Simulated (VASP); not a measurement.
An input for Quantum ESPRESSO's pw.x (written as the equivalent of a VASP run, and not itself run):

```
&CONTROL
  calculation = 'vc-relax'
  pseudo_dir = './pseudo'
  outdir = './out'
  tprnfor = .true.
  tstress = .true.
  nstep = 40
  forc_conv_thr = 0.00078
/
&SYSTEM
  ibrav = 0
  nat = 3
  ntyp = 2
  ecutwfc = 58
  occupations = 'smearing'
  smearing = 'gaussian'
  degauss = 0.003675
  input_dft = 'pz'
/
&ELECTRONS
  conv_thr = 7.3e-08
  electron_maxstep = 100
/
&IONS
/
&CELL
/
ATOMIC_SPECIES
  Hf 178.490 Hf.upf
  S 32.060 S.upf
CELL_PARAMETERS angstrom
     1.7792253   -3.0817083    0.0000000
     1.7792253    3.0817083    0.0000000
     0.0000000    0.0000000    5.6857573
ATOMIC_POSITIONS crystal
  Hf   0.0000000  0.0000000  0.0000000
  S    0.3333330  0.6666670  0.2534167
  S    0.6666670  0.3333330  0.7465833
K_POINTS automatic
  7 7 4 0 0 0
```

Question: Translate this input to VASP (INCAR, KPOINTS, POSCAR, choice of POTCAR).

Answer: One answer among several that fit: 
**KPOINTS**
```
Automatic mesh
0
Gamma
  7 7 4
0 0 0
```

INCAR:
```
! general
SYSTEM   =  HfS2
PREC     =  Accurate
ENCUT    =  500   ! plane-wave cut-off (eV)
LREAL    =  F   ! projection in real space or not
LASPH    =  T   ! aspherical one-centre terms

! electronic loop
EDIFF    =  1E-6   ! SCF stop (eV)
NELM     =  100   ! most electronic steps
ALGO     =  Normal   ! blocked Davidson
LMAXMIX  =  6   ! l cut-off of mixed one-centre charges

! smearing
ISMEAR   =  0   ! Gaussian
SIGMA    =  0.05   ! width (eV)

! ions
IBRION   =  2
NSW      =  40   ! most ionic steps
ISIF     =  3
EDIFFG   =  -0.02

! output
LWAVE    =  F
LCHARG   =  F
```

### POSCAR
```
HfS2
1
    1.7792252505    -3.0817083288     0.0000000000
    1.7792252505     3.0817083288     0.0000000000
    0.0000000000     0.0000000000     5.6857572788
Hf S
1 2
Direct
  0.0000000000   0.0000000000   0.0000000000
  0.3333330000   0.6666670000   0.2534166905
  0.6666670000   0.3333330000   0.7465833095
```

POTCAR, in this order: Hf_pv S (LDA.64 set). Program: vasp_std.

What does not carry over: the potentials are each code's own (VASP's PAW set, PseudoDojo norm-conserving files in pw.x), so ENCUT and ecutwfc are chosen apart and not converted; conv_thr bounds pw.x's estimated SCF error, while EDIFF bounds the energy change between steps; forc_conv_thr acts on force components and is met together with etot_conv_thr.

The compound is HfS2 in the 1T layered structure. It was relaxed first, which changed the volume by -7 %.
